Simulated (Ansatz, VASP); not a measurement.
# BN: VASP beside Ansatz, part 3 of 3

One calculation is typed for both programs; each brings its own data sets. How far apart do they land? The cell is taken from a series of runs on this material, whose earlier steps may have relaxed, scaled, displaced or heated it; both programs get it as it stands.

VASP 6.6.1 and Ansatz 0.2.0.

So far: The starting structure; Ansatz: zone-centre phonons, LDA; VASP: zone-centre phonons, LDA.

## Step 3: VASP: zone-centre phonons, LDA (continued)

Level of this step: LDA; plane waves and PAW (B, N) (VASP).

Numbers of over 12 decimals in the logs are rounded to 6 here.

Parts of OUTCAR (step 3):

```text
ion  position               nearest neighbor table
   1  0.333  0.667  0.250-   4 1.44   4 1.44   4 1.44
   2  0.667  0.333  0.750-   3 1.44   3 1.44   3 1.44
   3  0.333  0.667  0.750-   2 1.44   2 1.44   2 1.44
   4  0.667  0.333  0.250-   1 1.44   1 1.44   1 1.44

  LATTYP: Found a hexagonal cell.
 ALAT       =     2.4879195386
 C/A-ratio  =     2.5786026279

 Subroutine GETGRP returns: Found 24 space group operations
 (whereof 12 operations were pure point group operations)

The static configuration has the point symmetry D_3d.
 The point group associated with its full space group is D_6h.

 Found     36 irreducible k-points:

   k-points           NKPTS =     36   k-points in BZ     NKDIM =     36   number of bands    NBANDS=     14

   dimension x,y,z NGX =    20 NGY =   20 NGZ =   54
   dimension x,y,z NGXF=    40 NGYF=   40 NGZF=  108

   ENCUT  =  600.0 eV  44.10 Ry    6.64 a.u.   4.97  4.97 12.81*2*pi/ulx,y,z

   NELECT =      16.0000    total number of electrons

 k-points in reciprocal lattice and weights: Automatic mesh
   0.00000000  0.00000000  0.00000000       0.003
   0.11111111  0.00000000  0.00000000       0.019
   0.22222222 -0.00000000  0.00000000       0.019
   0.33333333  0.00000000  0.00000000       0.019
   0.44444444 -0.00000000  0.00000000       0.019
   0.11111111  0.11111111  0.00000000       0.019
   0.22222222  0.11111111  0.00000000       0.037
   0.33333333  0.11111111  0.00000000       0.037
   0.44444444  0.11111111  0.00000000       0.019
[...]
0.33333333  0.22222222  0.50000000       0.037
   0.33333333  0.33333333  0.50000000       0.006

 average (electrostatic) potential at core
       1 -33.7627       2 -33.7627       3 -64.3553       4 -64.3553

  Total        0.1252691      0.1252691      0.0286735      0.0000000     -0.0000000      0.0000000
  in kB        5.8362028      5.8362028      1.3358807      0.0000000     -0.0000000      0.0000000
  external PRESSURE =       4.3360954 kB  Pullay stress =       0.0000000 kB

  energy-cutoff  :      600.00
  volume of cell :       34.39
      direct lattice vectors                 reciprocal lattice vectors
     2.487919539  0.000000000  0.000000000     0.401942259  0.232061472  0.000000000
    -1.243959769  2.154601523  0.000000000     0.000000000  0.464122943  0.000000000
     0.000000000  0.000000000  6.415355860     0.000000000  0.000000000  0.155875998

 POSITION                                       TOTAL-FORCE (eV/Angst)
 -----------------------------------------------------------------------------------
      0.00000      1.43640      1.60384        -0.000000      0.000000     -0.000000
      1.24396      0.71820      4.81152         0.000000     -0.000000     -0.000000
      0.00000      1.43640      4.81152        -0.000000     -0.000000     -0.000000
      1.24396      0.71820      1.60384         0.000000      0.000000      0.000000
 -----------------------------------------------------------------------------------
    total drift:                               -0.000000     -0.000000      0.000000

 MACROSCOPIC STATIC DIELECTRIC TENSOR (including local field effects in DFT)
 ------------------------------------------------------
           4.938029     0.000000     0.000000
           0.000000     4.938029     0.000000
          -0.000000    -0.000000     2.919444
 ------------------------------------------------------

 PIEZOELECTRIC TENSOR (including local field effects)  for field in x, y, z        (C/m^2)
          XX          YY          ZZ          XY          YZ          ZX
  --------------------------------------------------------------------------------
  x     0.00000     0.00000     0.00000     0.00000     0.00000     0.00000
  y     0.00000     0.00000     0.00000     0.00000     0.00000     0.00000
  z     0.00000     0.00000     0.00000     0.00000     0.00000     0.00000

 BORN EFFECTIVE CHARGES (including local field effects) (in |e|, cummulative output)
 ---------------------------------------------------------------------------------
 ion    1
    1     2.70524     0.00000     0.00000
    2     0.00000     2.70524     0.00000
    3    -0.00000    -0.00000     0.83735
 ion    2
    1     2.70524     0.00000     0.00000
    2     0.00000     2.70524     0.00000
    3    -0.00000    -0.00000     0.83735
 ion    3
    1    -2.70524     0.00000    -0.00000
    2     0.00000    -2.70524     0.00000
    3     0.00000    -0.00000    -0.83735
 ion    4
    1    -2.70524     0.00000     0.00000
    2     0.00000    -2.70524     0.00000
    3     0.00000    -0.00000    -0.83735

 Eigenvectors and eigenvalues of the dynamical matrix
 ----------------------------------------------------

   1 f  =   41.503270 THz   260.772736 2PiTHz 1384.400067 cm-1   171.643655 meV
             X         Y         Z           dx          dy          dz
      0.000000  1.436401  1.603839     0.000036   -0.530818    0.000000
      1.243960  0.718201  4.811517    -0.000036    0.530818    0.000000
      0.000000  1.436401  4.811517     0.000031   -0.467153    0.000000
      1.243960  0.718201  1.603839    -0.000031    0.467153   -0.000000

   2 f  =   41.503270 THz   260.772736 2PiTHz 1384.400067 cm-1   171.643655 meV
             X         Y         Z           dx          dy          dz
      0.000000  1.436401  1.603839    -0.530818   -0.000036    0.000000
      1.243960  0.718201  4.811517     0.530818    0.000036   -0.000000
      0.000000  1.436401  4.811517    -0.467153   -0.000031    0.000000
      1.243960  0.718201  1.603839     0.467153    0.000031   -0.000000

   3 f  =   41.499589 THz   260.749608 2PiTHz 1384.277288 cm-1   171.628433 meV
             X         Y         Z           dx          dy          dz
      0.000000  1.436401  1.603839    -0.000031   -0.531148    0.000000
      1.243960  0.718201  4.811517    -0.000031   -0.531148    0.000000
      0.000000  1.436401  4.811517     0.000027    0.466779    0.000000
      1.243960  0.718201  1.603839     0.000027    0.466779   -0.000000

   4 f  =   41.499589 THz   260.749608 2PiTHz 1384.277288 cm-1   171.628433 meV
             X         Y         Z           dx          dy          dz
      0.000000  1.436401  1.603839    -0.531148    0.000031    0.000000
      1.243960  0.718201  4.811517    -0.531148    0.000031   -0.000000
      0.000000  1.436401  4.811517     0.466779   -0.000027    0.000000
      1.243960  0.718201  1.603839     0.466779   -0.000027    0.000000

   5 f  =   24.331646 THz   152.880239 2PiTHz  811.616339 cm-1   100.627556 meV
             X         Y         Z           dx          dy          dz
      0.000000  1.436401  1.603839     0.000000    0.000000    0.529030
      1.243960  0.718201  4.811517    -0.000000   -0.000000   -0.529030
      0.000000  1.436401  4.811517    -0.000000   -0.000000    0.469177
      1.243960  0.718201  1.603839     0.000000    0.000000   -0.469177

   6 f  =   22.434595 THz   140.960716 2PiTHz  748.337530 cm-1    92.781987 meV
             X         Y         Z           dx          dy          dz
      0.000000  1.436401  1.603839     0.000000   -0.000000   -0.531181
      1.243960  0.718201  4.811517    -0.000000    0.000000   -0.531181
      0.000000  1.436401  4.811517    -0.000000    0.000000    0.466740
      1.243960  0.718201  1.603839     0.000000   -0.000000    0.466740

   7 f  =    3.583305 THz    22.514567 2PiTHz  119.526175 cm-1    14.819350 meV
             X         Y         Z           dx          dy          dz
      0.000000  1.436401  1.603839    -0.000000   -0.000000   -0.469177
      1.243960  0.718201  4.811517     0.000000    0.000000    0.469177
      0.000000  1.436401  4.811517     0.000000    0.000000    0.529030
      1.243960  0.718201  1.603839    -0.000000   -0.000000   -0.529030

   8 f  =    1.551026 THz     9.745384 2PiTHz   51.736657 cm-1     6.414525 meV
             X         Y         Z           dx          dy          dz
      0.000000  1.436401  1.603839    -0.036758    0.465705    0.000000
      1.243960  0.718201  4.811517     0.036758   -0.465705    0.000000
      0.000000  1.436401  4.811517     0.041768   -0.529172    0.000000
      1.243960  0.718201  1.603839    -0.041768    0.529172    0.000000

   9 f  =    1.551026 THz     9.745384 2PiTHz   51.736657 cm-1     6.414525 meV
             X         Y         Z           dx          dy          dz
      0.000000  1.436401  1.603839    -0.465705   -0.036758    0.000000
      1.243960  0.718201  4.811517     0.465705    0.036758    0.000000
      0.000000  1.436401  4.811517     0.529172    0.041768    0.000000
      1.243960  0.718201  1.603839    -0.529172   -0.041768    0.000000

  10 f/i=    0.000532 THz     0.003343 2PiTHz    0.017746 cm-1     0.002200 meV
             X         Y         Z           dx          dy          dz
      0.000000  1.436401  1.603839    -0.000000    0.000000    0.466740
      1.243960  0.718201  4.811517    -0.000000    0.000000    0.466740
      0.000000  1.436401  4.811517    -0.000000    0.000000    0.531181
      1.243960  0.718201  1.603839    -0.000000    0.000000    0.531181

  11 f/i=    0.002003 THz     0.012588 2PiTHz    0.066828 cm-1     0.008286 meV
             X         Y         Z           dx          dy          dz
      0.000000  1.436401  1.603839    -0.148912    0.442388   -0.000000
      1.243960  0.718201  4.811517    -0.148912    0.442388   -0.000000
      0.000000  1.436401  4.811517    -0.169447    0.503394   -0.000000
      1.243960  0.718201  1.603839    -0.169447    0.503394   -0.000000

  12 f/i=    0.002003 THz     0.012588 2PiTHz    0.066828 cm-1     0.008286 meV
             X         Y         Z           dx          dy          dz
      0.000000  1.436401  1.603839     0.442388    0.148912    0.000000
      1.243960  0.718201  4.811517     0.442388    0.148912    0.000000
      0.000000  1.436401  4.811517     0.503394    0.169447    0.000000
      1.243960  0.718201  1.603839     0.503394    0.169447    0.000000

 MACROSCOPIC STATIC DIELECTRIC TENSOR IONIC CONTRIBUTION
 ------------------------------------------------------
           1.791555     0.000000     0.000000
           0.000000     1.791555     0.000000
           0.000000     0.000000     0.587347
 ------------------------------------------------------

 ELASTIC MODULI CONTR FROM IONIC RELAXATION (kBar)
 Direction    XX          YY          ZZ          XY          YZ          ZX
 --------------------------------------------------------------------------------
 XX        -472.0281    472.0281     -0.0000     -0.0000      0.0000      0.0000
 YY         472.0281   -472.0281      0.0000      0.0000     -0.0000      0.0000
 ZZ          -0.0000      0.0000     -0.0000     -0.0000     -0.0000      0.0000
 XY          -0.0000      0.0000     -0.0000   -472.0281      0.0000      0.0000
 YZ           0.0000     -0.0000     -0.0000      0.0000     -0.0000      0.0000
 ZX           0.0000      0.0000      0.0000      0.0000      0.0000      0.0000
 --------------------------------------------------------------------------------

 PIEZOELECTRIC TENSOR IONIC CONTR  for field in x, y, z        (C/m^2)
          XX          YY          ZZ          XY          YZ          ZX
  --------------------------------------------------------------------------------
  x     0.00000    -0.00000     0.00000     0.00000    -0.00000     0.00000
  y     0.00000    -0.00000    -0.00000     0.00000     0.00000     0.00000
  z    -0.00000     0.00000     0.00000    -0.00000     0.00000     0.00000
```

## Step 4: Comparison

Known differences besides the potentials themselves: fixed occupations in Ansatz, narrow Gaussian smearing in VASP; VASP's run holds the zone centre alone; VASP's response is taken on the typed mesh, Ansatz refines its own for the field response alone; the cutoff is 979.61 eV in Ansatz and 600 eV in VASP; VASP's log shows a relativistic correction to its local exchange, Ansatz's none; Ansatz's log warns that its cutoff lies below the recommended one. Total energies have different zeros and are not compared.

The two programs side by side:

| quantity | Ansatz | VASP | difference |
| --- | --- | --- | --- |
| ε∞ xx | 4.88 | 4.94 | -1.16 % |
| ε∞ yy | 4.88 | 4.94 | -1.16 % |
| ε∞ zz | 2.90 | 2.92 | -0.61 % |
| Born charge of B1 (mean of the diagonal) (e) | 2.08 | 2.08 | 0.00 |
| Born charge of N3 (mean of the diagonal) (e) | -2.08 | -2.08 | 0.00 |
| optical mode 1 to 2 (cm⁻¹) | 53.0 | 51.7 | +2.54 % |
| optical mode 3 (cm⁻¹) | 121.8 | 119.5 | +1.91 % |
| optical mode 4 (cm⁻¹) | 752.4 | 748.3 | +0.55 % |
| optical mode 5 (cm⁻¹) | 816.7 | 811.6 | +0.63 % |
| optical mode 6 to 9 (cm⁻¹) | 1387.5 | 1384.3 | +0.23 % |

Modes are paired by rising frequency, not by their patterns, so a pair may set unlike modes beside each other; they are those without the splitting of longitudinal modes.

## Step 5: What came out

```json
{"r.m.s. difference of the optical zone-centre modes, each program's sorted by frequency (zone-centre phonons, LDA)": "3.2 cm⁻¹", "difference in optical mode 1 to 2 (zone-centre phonons, LDA)": "+2.5 %"}
```

**Reading.** The r.m.s. difference of the optical zone-centre modes, each program's sorted by frequency is 3.2 cm⁻¹ (zone-centre phonons, LDA). Among the rows given in per cent, the largest difference of the zone-centre phonons, LDA pair is in optical mode 1 to 2, +2.5 %. How closely two codes agree says nothing of how well the functional describes the real material.

[Lines on the potential files, build, host, timing and source positions are cut from VASP's logs without a mark.]

[Logs are printed without paths, hosts, clocks, repeated set-up lines and the standing remarks that a program may print on its own settings, such as how far it seeks lower states.]

[Hosts, paths, dates, database ids (printed as entryN), source tags and the programs' standing remarks are cut or masked in the printed files.]
